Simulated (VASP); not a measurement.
Calculation: r2SCAN+rVV10, VASP's PBE PAW potentials (set 64) (plane waves; VASP 6.6.1).

The input files of a VASP run:

### POSCAR
```
ZrS2
1
    1.8366164061    -3.1811129518     0.0000000000
    1.8366164061     3.1811129518    -0.0000000000
   -0.0000000000    -0.0000000000     5.8682389495
Zr S
1 2
Direct
  0.0000000000   0.0000000000   0.0000000000
  0.3333330000   0.6666670000   0.2453917532
  0.6666670000   0.3333330000   0.7546082468
```

**INCAR**
```
ALGO = Normal
BPARAM = 11.95
LUSE_VDW = .TRUE.
LMIXTAU = .TRUE.
LCHARG = .FALSE.
PREC = Accurate
CPARAM = 0.0093
LMAXMIX = 4   ! l cut-off of mixed one-centre charges
ISIF = 3   ! ions, shape and volume
EDIFFG = -0.02   ! ionic stop
SIGMA = 0.05
SYSTEM = ZrS2
NELM = 100
LWAVE = .FALSE.
METAGGA = R2SCAN
ISMEAR = 0
LASPH = .TRUE.
NSW = 60
IBRION = 2   ! conjugate gradients
LREAL = .FALSE.   ! projection in real space or not
ENCUT = 520   ! plane-wave cut-off (eV)
EDIFF = 1E-6   ! SCF stop (eV)
```

**KPOINTS**
```
Automatic mesh
0
Gamma
6 6 4
0 0 0
```

POTCAR, in this order: Zr_sv S (PBE.64 set). Program: vasp_std.

Task: What does the run give for the energy per atom (σ→0), volume per atom, band gap (on the k-mesh)?

Result: 
The energy per atom (σ→0) is -14.547 eV/atom and the band gap (on the k-mesh) is 1.19 eV. The volume per atom comes out as 22.91 Å^3/atom.

File OSZICAR:
```
...
DAV:   6    -0.436403956534E+02   -0.26818E-04   -0.22057E-05  1400   0.318E-02    0.163E-02
DAV:   7    -0.436404363434E+02   -0.40690E-04   -0.18191E-05   824   0.389E-02    0.477E-03
DAV:   8    -0.436404519828E+02   -0.15639E-04   -0.25537E-06   704   0.171E-02    0.191E-03
DAV:   9    -0.436404454702E+02    0.65126E-05   -0.81630E-07   456   0.101E-02    0.122E-03
DAV:  10    -0.436404492897E+02   -0.38195E-05   -0.16066E-07   448   0.429E-03    0.894E-04
DAV:  11    -0.436404471847E+02    0.21051E-05   -0.77493E-08   456   0.249E-03    0.286E-04
DAV:  12    -0.436404476021E+02   -0.41744E-06   -0.17534E-08   456   0.112E-03
   3 F= -.43640448E+02 E0= -.43640448E+02  d E =-.200598E-03
```

The compound is ZrS2 in the 1T layered structure. This run relaxes it. Symmetry was kept, so distortions that lower it aren't found. The start is the result of an earlier pass.
